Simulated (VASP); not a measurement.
Consider the following.

```yaml
crystal:
  lattice:
    - [0.00000, 2.40500, 2.40500]
    - [2.40500, 0.00000, 2.40500]
    - [2.40500, 2.40500, 0.00000]
  atoms:
    - { symbol: Ca, position: [0.00000, 0.00000, 0.00000] }
    - { symbol: O, position: [0.50000, 0.50000, 0.50000] }
```

Calculation: PBE GGA, VASP's PBE PAW potentials (set 64) (plane waves; VASP). Run with 520 eV cut-off, 6×6×6 Γ-centred mesh, Gaussian smearing of 0.050 eV, potentials Ca_sv O.

Problem. Give the stress tensor in GPa (positive for a compressed cell).

Solution. 
```
1.98  0.00  0.00
0.00  1.98  0.00
0.00  0.00  1.98
```
The pressure is its mean diagonal, 1.98 GPa.

The compound is CaO in the rock salt structure. The cell was not relaxed at this level. The run is one of a series of settings (KPOINTS 6×6×6 Γ-centred mesh against the base run), some of them coarse on purpose.
